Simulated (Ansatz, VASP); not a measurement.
# Ge in two plane-wave programs

Aim: how closely do two programs agree when they are given the same cell, functional and k mesh? The cell is taken from a series of VASP runs on this material, whose earlier steps may have relaxed, scaled or displaced it; both programs get it as it stands.

Calculated with Ansatz 0.2.0; plane waves, with VASP 6.6.1 beside it; single point at r2SCAN, spin-orbit coupling.

## 1. The structure

It takes space group I4_1/amd (No. 141, tetragonal). Conventional cell: a = 4.027 Å, b = 4.027 Å, c = 5.643 Å, α = 90.00°, β = 90.00°, γ = 90.00°. Ge has 4 Ge at 2.46 Å nearest.

Structure file:

```
Ge
1.0
     0.00000    2.84785    2.82135
     2.84785    0.00000    2.82135
     2.84785    2.84785    0.00000
Ge
2
Direct
  0.00000 0.00000 0.00000
  0.25000 0.25000 0.25000
```

## 2. VASP: single point, r2SCAN, spin-orbit coupling

A single point gives forces, pressure and levels at one fixed geometry, so differences don't come from the geometry; what else differs is listed under the comparison.

Lines of VASP's logs that name or quote its potential files are left out, and so is its time.

INCAR

```
SYSTEM = Ge
PREC = Accurate
ENCUT = 470
EDIFF = 1E-06
NELM = 100
ISMEAR = 0
SIGMA = 0.02
LREAL = .FALSE.
ALGO = Normal
METAGGA = R2SCAN
LASPH = .TRUE.
LNONCOLLINEAR = .TRUE.
MAGMOM = 0 0 0 0 0 0
NBANDS = 38
GGA_COMPAT = .FALSE.
LSORBIT = .TRUE.
LWAVE = .FALSE.
LCHARG = .FALSE.
KPAR = 2
```

POSCAR

```
Ge
1.0
    0.0000000000      2.8478537640      2.8213462510
    2.8478537640      0.0000000000      2.8213462510
    2.8478537640      2.8478537640      0.0000000000
Ge
2
Direct
    0.0000000000      0.0000000000      0.0000000000
    0.2500000000      0.2500000000      0.2500000000
```

KPOINTS

```
Automatic mesh
0
Gamma
7 7 7
0 0 0
```

KPOINTS_OPT

```
Line mode
6
Line-mode
Reciprocal
  0.00000000   0.00000000   0.00000000
  0.02245156   0.02245156  -0.00000000

  0.00000000   0.00000000   0.00000000
  0.00000000  -0.02266250  -0.02266250

  0.31000000   0.31000000   0.00000000
  0.50000000   0.50000000   0.00000000

  0.00000000   0.31000000   0.31000000
  0.00000000   0.50000000   0.50000000

  0.45000000   0.45000000   0.45000000
  0.50000000   0.50000000   0.50000000

  0.45000000   0.00000000   0.00000000
  0.50000000   0.00000000   0.00000000

  0.42500000   0.42500000   0.00000000
  0.42500000   0.44766250   0.02266250

  0.50000000   0.50000000   0.50000000
  0.48397519   0.51602481   0.50000000
```

The projector-augmented-wave data sets are Ge_d (PBE family, release 64).

Started as:

```sh
$ mpirun -np 2 vasp_ncl
```

Numbers of over 12 decimals in the logs are rounded to 6 here.

Output:

```text
[banner, memory and clock lines left out]
running    2 mpi-ranks, on    1 nodes
 distrk:  each k-point on    1 cores,    2 groups
 distr:  one band on    1 cores,    1 groups

 POSCAR found type information on POSCAR Ge
 POSCAR found :  1 types and       2 ions
|                                                                             |
|               ----> ADVICE to this user running VASP <----                  |
|                                                                             |
|     You enforced a specific xc type in the INCAR file but a different       |
|     [... a line on the potential file left out ...]
|     I HOPE YOU KNOW WHAT YOU ARE DOING!                                     |
|                                                                             |

 LDA part: xc-table for (None), standard interpolation
 POSCAR, INCAR and KPOINTS ok, starting setup
 FFT: planning ... GRIDC
 FFT: planning ... GRID_SOFT
 FFT: planning ... GRID
 WAVECAR not read
 entering main loop
       N       E                     dE             d eps       ncg     rms          rms(c)
DAV:   1     0.237846497072E+03    0.23785E+03   -0.13408E+04  3678   0.393E+03
DAV:   2     0.155228553180E+02   -0.22232E+03   -0.21443E+03  3040   0.843E+02
DAV:   3    -0.279100727501E+02   -0.43433E+02   -0.42939E+02  3348   0.204E+02
DAV:   4    -0.303852218367E+02   -0.24751E+01   -0.24696E+01  3584   0.575E+01
DAV:   5    -0.304368704208E+02   -0.51649E-01   -0.51644E-01  3362   0.922E+00    0.334E+00
DAV:   6    -0.277577138784E+02    0.26792E+01   -0.31972E-01  3542   0.101E+01    0.194E+00
DAV:   7    -0.277405435861E+02    0.17170E-01   -0.98203E-02  3640   0.451E+00    0.355E-01
DAV:   8    -0.277402095672E+02    0.33402E-03   -0.68411E-03  3858   0.136E+00    0.135E-01
DAV:   9    -0.277399147822E+02    0.29478E-03   -0.11916E-03  3672   0.637E-01    0.855E-02
DAV:  10    -0.277401578333E+02   -0.24305E-03   -0.24420E-03  3682   0.102E+00    0.421E-02
DAV:  11    -0.277400336384E+02    0.12419E-03   -0.28304E-04  3710   0.345E-01    0.173E-02
DAV:  12    -0.277400099446E+02    0.23694E-04   -0.13119E-04  4298   0.228E-01    0.541E-03
DAV:  13    -0.277400114343E+02   -0.14897E-05   -0.94864E-06  3200   0.486E-02    0.318E-03
DAV:  14    -0.277400148890E+02   -0.34547E-05   -0.26710E-06  2754   0.332E-02    0.294E-03
DAV:  15    -0.277400155129E+02   -0.62395E-06   -0.22014E-06  3096   0.335E-02
   1 F= -.27740016E+02 E0= -.27740016E+02  d E =-.249880E-12  mag=     0.0000    -0.0000    -0.0000
 Start KPOINTS_OPT (optional k-point list driver)
k-point batch [1-40\48]
       N       E                     dE             ncg
DAV:   1    -0.599094720003E+04   -0.28037E+05     3712
DAV:   2    -0.147964651299E+05   -0.88055E+04     3056
DAV:   3    -0.165251791937E+05   -0.17287E+04     3382
DAV:   4    -0.166225619105E+05   -0.97383E+02     3468
DAV:   5    -0.166245350147E+05   -0.19731E+01     3358
DAV:   6    -0.166245925374E+05   -0.57523E-01     3656
DAV:   7    -0.166245946568E+05   -0.21194E-02     3536
DAV:   8    -0.166245947587E+05   -0.10187E-03     3592
DAV:   9    -0.166245947631E+05   -0.44930E-05     2616
DAV:  10    -0.166245947634E+05   -0.26434E-06     1964
k-point batch [41-48\48]
       N       E                     dE             ncg
DAV:   1     0.211743040471E+05   -0.74742E+04      724
DAV:   2     0.194163941093E+05   -0.17579E+04      616
DAV:   3     0.190765273401E+05   -0.33987E+03      650
DAV:   4     0.190579286959E+05   -0.18599E+02      704
DAV:   5     0.190575436927E+05   -0.38500E+00      704
DAV:   6     0.190575324817E+05   -0.11211E-01      714
DAV:   7     0.190575319748E+05   -0.50690E-03      784
DAV:   8     0.190575319535E+05   -0.21270E-04      714
DAV:   9     0.190575319523E+05   -0.11787E-05      568
DAV:  10     0.190575319522E+05   -0.75459E-07      456
```

OUTCAR, selected parts (step 2):

```text
ion  position               nearest neighbor table
   1  0.000  0.000  0.000-   2 2.46   2 2.46   2 2.46   2 2.46
   2  0.250  0.250  0.250-   1 2.46   1 2.46   1 2.46   1 2.46

  LATTYP: Found a body centered tetragonal cell.
 ALAT       =     4.0274734167
 C/A-ratio  =     1.4010502164

 Subroutine GETGRP returns: Found 16 space group operations
 (whereof  8 operations were pure point group operations)

The static configuration has the point symmetry D_2d.
 The point group associated with its full space group is D_4h.

 Found     40 irreducible k-points:

   k-points           NKPTS =     40   k-points in BZ     NKDIM =     40   number of bands    NBANDS=     38

   dimension x,y,z NGX =    28 NGY =   28 NGZ =   28
   dimension x,y,z NGXF=    56 NGYF=   56 NGZF=   56

   ENCUT  =  470.0 eV  34.54 Ry    5.88 a.u.   7.09  7.09  7.12*2*pi/ulx,y,z

   NELECT =      28.0000    total number of electrons

 k-points in reciprocal lattice and weights: Automatic mesh
   0.00000000  0.00000000  0.00000000       0.003
   0.14285714 -0.00000000  0.00000000       0.023
   0.28571429 -0.00000000  0.00000000       0.023
   0.42857143 -0.00000000  0.00000000       0.023
   0.14285714  0.14285714  0.00000000       0.006
   0.28571429  0.14285714  0.00000000       0.023
   0.42857143  0.14285714  0.00000000       0.023
  -0.42857143  0.14285714  0.00000000       0.023
  -0.28571429  0.14285714  0.00000000       0.023
[...]
-0.42857143  0.14285714  0.42857143       0.023
  -0.28571429  0.14285714  0.42857143       0.023

 average (electrostatic) potential at core
       1 -79.5369       2 -79.5369

 E-fermi :   4.9135

 k-point     1 :       0.0000    0.0000    0.0000
  band No.  band energies     occupation
    ...
     24       4.5034      1.00000
     25       4.7696      1.00000
     26       4.7696      1.00000
     27       4.8236      1.00000
     28       4.8236      1.00000
     29       5.0006      0.00000
     30       5.0006      0.00000
     31       7.2656      0.00000
     32       7.2656      0.00000
     33       7.4638      0.00000
    ...

 k-point     2 :       0.1429   -0.0000    0.0000
  band No.  band energies     occupation
    ...
     24       1.9750      1.00000
     25       4.1715      1.00000
     26       4.1715      1.00000
     27       4.3656      1.00000
     28       4.3656      1.00000
     29       5.9286      0.00000
     30       5.9286      0.00000
     31       7.9124      0.00000
     32       7.9124      0.00000
     33       8.0566      0.00000
    ...

 k-point     3 :       0.2857   -0.0000    0.0000
  band No.  band energies     occupation
    ...
     24      -0.7634      1.00000
     25       3.5411      1.00000
     26       3.5411      1.00000
     27       3.7371      1.00000
     28       3.7371      1.00000
     29       5.4720      0.00000
     30       5.4720      0.00000
     31       8.5811      0.00000
     32       8.5811      0.00000
     33       8.7084      0.00000
    ...

  Total       -0.1492902     -0.1492902      0.0630289      0.0000000     -0.0000000      0.0000000
  in kB       -5.2266090     -5.2266090      2.2066234      0.0000000     -0.0000000      0.0000000
  external PRESSURE =      -2.7488649 kB  Pullay stress =       0.0000000 kB

  energy-cutoff  :      470.00
  volume of cell :       45.76
      direct lattice vectors                 reciprocal lattice vectors
     0.000000000  2.847853764  2.821346251    -0.175570813  0.175570813  0.177220361
     2.847853764  0.000000000  2.821346251     0.175570813 -0.175570813  0.177220361
     2.847853764  2.847853764  0.000000000     0.175570813  0.175570813 -0.177220361

 POSITION                                       TOTAL-FORCE (eV/Angst)
 -----------------------------------------------------------------------------------
      0.00000      0.00000      0.00000        -0.000000     -0.000000     -0.000000
      1.42393      1.42393      1.41067         0.000000      0.000000      0.000000
 -----------------------------------------------------------------------------------
    total drift:                                0.000000      0.000000      0.000000

  FREE ENERGIE OF THE ION-ELECTRON SYSTEM (eV)
  ---------------------------------------------------
  free  energy   TOTEN  =       -27.7400155129 eV

  energy  without entropy=      -27.7400155129  energy(sigma->0) =      -27.74001551

 Spin-Orbit-Coupling matrix elements
 Ion:    1  E_soc:     -0.0172684
 Ion:    2  E_soc:     -0.0172684

[... 3 further parts left out ...]
```

The run ends at a pressure of -0.27 GPa.

## 3. Ansatz: single point, r2SCAN, spin-orbit coupling

Ansatz runs on its fully relativistic PAW (standard-fr) files.

The same cell, functional, mesh and smearing now go to Ansatz, which takes its cutoff from its data sets.

input.yaml

```yaml
crystal:
  lattice:
    - [0.0, 2.847853764, 2.821346251]
    - [2.847853764, 0.0, 2.821346251]
    - [2.847853764, 2.847853764, 0.0]
  atoms:
    - { symbol: Ge, position: [0.0, 0.0, 0.0] }
    - { symbol: Ge, position: [0.25, 0.25, 0.25] }
hamiltonian:
  xc: r2scan
  pseudopotentials: { kind: paw_fr }
magnetization:
  noncollinear: true
  spin_orbit: true
kpoints:
  mp_grid: { grid: [7, 7, 7] }
scf:
  occupations: { method: gaussian, width: 0.02 }
  n_extra_bands: 8
output:
  forces: true
  stress: true
  eigenvalues: true
```

Started as:

```sh
$ ansatz run input.yaml --threads 2 --pin off --max-ram 4608MiB --backend cpu --events-out ev --progress --plain --runs-dir out
```

Output:

```text
scf.n_extra_bands = 8 over 28 filled bands (N_el = 28.0): the run solves 36 bands
Engine: ansatz 0.2.0, aarch64-unknown-linux-gnu
Pseudopotentials: kind: paw_fr
Pseudopotential: Ge, paw_fr, valence charge 14, recommended cutoff 500 eV (meta_gga), Ge.paw.azcp#standard-fr
Functional definition: r2SCAN
  parameter k0 = 0.174
  parameter k1 = 0.065
  parameter a1 = 4.9479
  exchange = r2scan_x(k0 = k0, k1 = k1, a1 = a1)
  correlation = r2scan_c
non-collinear run that drives no moment, with spin-orbit: no starting moment large enough to seed its density (crystal.atoms[].spin), no starting occupations that ask for one, no magnetisation constraint and no magnetic field, so the semilocal B_xc is pinned to zero
Crystal: 2 atoms, lattice volume = 45.764 Å³
Basis set: ecut = 500 eV, 1179 PW (Γ), exchange–correlation on 120×120×120 points (64 copies of the dense FFT grid, shifted against one another)
Bands: 36, of which v1, the nominal top of the filled ones, is band 28 counted from 1 (27 counted from 0)
Symmetry: 16 space group operations + 16 with time reversal
Magnetic group: BNS 141.552 (UNI 1212), of the structure as read, at distance tolerance 3.6e-5 Å
k-points: 40 of 343
Projection manifold: j_resolved (fully-relativistic pseudo-atomic orbitals)
Non-local potential: Ge, projectors of the file, l = 0: 2, l = 1: 4, l = 2: 6, l = 3: 2
PAW form: soft (Blöchl's): semilocal exchange-correlation on the pseudo side does not see the compensation charge
PAW frozen core: Ge, regenerated for the run's functional (the file was generated under x = pbe(κ = 0.804, μ = 0.219515), c = pbe(β = 0.066725))
PAW one-centre angular grid: Ge, 590 points (default); XC on 269 of its mesh's 2687 points in the sphere
Initial density: superposition of atomic densities (chi_scale 0.1, normalization cell)
Initial wavefunctions: pseudopotential atomic-orbital guess
Functional: x = r2scan, c = r2scan; τ floored in thin density (d = 2e-4 eV/Å³)
iter 1 solved again at ethr=1.67e-3 eV; its pass at ethr=3.10e-3 eV (dr2=4.68e-1 eV) is discarded
SCF iter   1: F=—  HF=-8600.269374 eV  |F-HF|=—  |Δ(HF+E_count)|=         —  Δρ=3.61e-2  dr2=4.73e-1  dr2_τ=1.30e-3  dr2_m=0.00e0 (ungated)  ethr=1.67e-3  |M|=0.00e0 ∫|m|=0.00e0 μB  |m|>n=0.0e0 m-floor=0.0e0 τ_xc=0.0e0  β_m=0.30  ⟨swp⟩=1.1  Hψ=4335  notcnv=0
preconditioner: auto → none  [insulator: Δε(μ)=0.026 eV  Ē_g=24.295 eV  σ=0.020 eV  W_gap=0.65  n_scr=14 (ndim 8)  ℏωp=29.0 eV  f_vac=0.000  D(μ)=0.21/eV (n_scr^D=0)  ε∞_Penn≈2.4]
SCF iter   2: F=—  HF=-8600.289951 eV  |F-HF|=—  |Δ(HF+E_count)|=   2.06e-2  Δρ=2.54e-2  dr2=2.13e-1  dr2_τ=3.42e-4  dr2_m=0.00e0 (ungated)  ethr=1.67e-3  |M|=0.00e0 ∫|m|=0.00e0 μB  |m|>n=0.0e0 m-floor=0.0e0 τ_xc=0.0e0  β_m=0.61  ⟨swp⟩=2.0  Hψ=879  notcnv=0
SCF iter   3: F=—  HF=-8600.332067 eV  |F-HF|=—  |Δ(HF+E_count)|=   4.21e-2  Δρ=2.59e-3  dr2=1.55e-3  dr2_τ=1.08e-5  dr2_m=0.00e0 (ungated)  ethr=7.62e-4  |M|=0.00e0 ∫|m|=0.00e0 μB  |m|>n=0.0e0 m-floor=0.0e0 τ_xc=0.0e0  β_m=0.57  ⟨swp⟩=2.2  Hψ=898  notcnv=0
SCF iter   4: F=—  HF=-8600.331686 eV  |F-HF|=—  |Δ(HF+E_count)|=   3.81e-4  Δρ=4.78e-4  dr2=3.98e-5  dr2_τ=3.00e-7  dr2_m=0.00e0 (ungated)  ethr=5.54e-6  |M|=0.00e0 ∫|m|=0.00e0 μB  |m|>n=0.0e0 m-floor=0.0e0 τ_xc=0.0e0  β_m=0.59  ⟨swp⟩=2.0  Hψ=1440  notcnv=0
SCF iter   5: F=—  HF=-8600.331721 eV  |F-HF|=—  |Δ(HF+E_count)|=   3.50e-5  Δρ=1.75e-4  dr2=5.02e-6  dr2_τ=3.47e-8  dr2_m=0.00e0 (ungated)  ethr=1.42e-7  |M|=0.00e0 ∫|m|=0.00e0 μB  |m|>n=0.0e0 m-floor=0.0e0 τ_xc=0.0e0  β_m=0.78  ⟨swp⟩=3.0  Hψ=1280  notcnv=0
SCF iter   6: F=-8600.331726 eV  HF=-8600.331726 eV  |F-HF|=2.53e-9  |Δ(HF+E_count)|=   4.72e-6  Δρ=4.54e-6  dr2=9.07e-9  dr2_τ=4.21e-11  dr2_m=0.00e0 (ungated)  ethr=3.57e-10  |M|=0.00e0 ∫|m|=0.00e0 μB  |m|>n=0.0e0 m-floor=0.0e0 τ_xc=0.0e0  ⟨swp⟩=3.9  Hψ=3169  notcnv=0
SCF 1 converged in 6 iterations: F = -8600.331726 eV  dr2 = 9.07e-9
  greatest PAW one-centre occupation: 0.997 electrons in one spin orbital (limit 2), on the Ge atom at site 1 (counted from 0), in its partial waves of l = 2
SCF converged after 6 iterations
Magnetization: |M| = 0.0000 μB,  M = (+0.0000, +0.0000, +0.0000) μB
Absolute magnetization: 0.0000 μB (∫|m|)
  site 0: m = (+0.0000, +0.0000, +0.0000) μB, |m| = 0.0000 μB  (R = 1.01 Å)
  site 1: m = (+0.0000, +0.0000, +0.0000) μB, |m| = 0.0000 μB  (R = 1.01 Å)
Free energy (F): -8600.331726 eV
Harris-Foulkes:  -8600.331726 eV  (|F-HF|=2.53e-9)
Internal energy: -8600.331726 eV  (E = F + TS)
E sigma→0 (E₀):  -8600.331726 eV
Fermi energy:    8.472452 eV
--- Per-component energies (eV) ---
  E_band       = -320.981254
  E_kinetic    = 221.980483
  E_local      = -4959.518472  (includes V_loc(G=0)·N_el)
  E_nonlocal   = 840.392298
  E_hartree    = 2178.055110
  E_xc         = -138.155824
  E_vxc        = -135.739766  (∫ρ·V_xc dr)
  E_paw        = -4063.314833  (= ΣΔE_a)
  E_vpaw       = -651.822327  (= ΣTr[D̂ρ^β])
  E_aug_tail   = 0.000036  (compensation charges beyond the density's cutoff)
  E_vtau       = 7.622381  (kinetic-family band-sum trace: ∫τ·v_τ [+ j·A + Jᵃ·Aᵃ] dr)
  E_ewald      = -2677.629323
  E_core_change = -2.141200  (= ΣΔE_core)
  E_smearing   = -0.000000  (= −TS)
  E_closure    = 0.000000  (closes the sum)
  Σ components = -8600.331726   (vs F -8600.331726, Δ=0.00e0)
--- Forces (eV/Å), atoms counted from 1 ---
  atom   1  Ge    -0.00000000    -0.00000000     0.00000000
  atom   2  Ge    -0.00000000    -0.00000000     0.00000000
  max |Σ_I F_I| component: 9.71e-17 eV/Å
--- Stress (GPa, compression-positive) ---
       -0.475073       0.000000       0.000000
        0.000000      -0.475073       0.000000
        0.000000       0.000000       0.295647
  P = ⅓ Tr σ = -0.2182 GPa (-2.182 kbar)
--- Band table (eV; the first three rows and the last of 40) ---
  k-point 0: bands = [... 24 lower, 8.3086, 8.3086, 8.3627, 8.3627, 8.5822, 8.5822, 10.8179, 10.8179, ... 4 higher]
  k-point 1: bands = [... 24 lower, 7.7121, 7.7121, 7.9059, 7.9059, 9.4947, 9.4947, 11.4637, 11.4637, ... 4 higher]
  k-point 2: bands = [... 24 lower, 7.0823, 7.0823, 7.2782, 7.2782, 9.0355, 9.0355, 12.1310, 12.1310, ... 4 higher]
  k-point 39: bands = [... 24 lower, 4.3390, 4.3390, 5.1599, 5.1599, 9.3210, 9.3210, 10.5457, 10.5457, ... 4 higher]
```

Elapsed: 18 s, on 2 threads of Arm Neoverse N1, shared host; peak memory 0.58 GiB.

Reading the cycles: dr2 is the Hartree energy of the density residual (eV), the measure of convergence; HF is the Harris–Foulkes estimate of the energy, which meets the free energy F at convergence.

The run ends at a pressure of -0.22 GPa.

## 4. Differences

Known differences besides the potentials themselves: spin-orbit coupling enters by fully relativistic files in Ansatz and inside the spheres in VASP; VASP keeps PBE cores, Ansatz makes them for the functional; the cutoff is 500 eV in Ansatz and 470 eV in VASP. Total energies have different zeros and are not compared.

The two programs side by side:

| quantity | Ansatz | VASP | difference |
| --- | --- | --- | --- |
| pressure (GPa) | -0.22 | -0.27 | +0.06 |
| pressure without Ansatz's Pulay correction (GPa) | -0.27 | -0.27 | +0.01 |
| gap on the k mesh (eV) | 0.219 | 0.177 | +0.042 |

A gap on the mesh is an upper bound, since the band edges may lie between its points. Ansatz's pressure holds a Pulay correction of 0.05 GPa; VASP's holds none.

## 5. Results

| Property | Result |
| --- | --- |
| difference in gap on the k mesh (single point, r2SCAN, spin-orbit coupling) | 0.042 eV |

In words: The difference in gap on the k mesh is 0.042 eV (single point, r2SCAN, spin-orbit coupling), within the 0.08 eV picked in this series as the mark of a large difference. 2 further runs of this series are not shown here. Such differences can come from data sets, numerical settings and the points named under the comparisons, not from the functional's error against experiment.

[Lines on the potential files, build, host, timing and source positions are cut from VASP's logs without a mark.]

[Logs are printed without paths, hosts, clocks, repeated set-up lines and the standing remarks that a program may print on its own settings, such as how far it seeks lower states.]

[Hosts, paths, dates, database ids (printed as entryN), source tags and the programs' standing remarks are cut or masked in the printed files.]
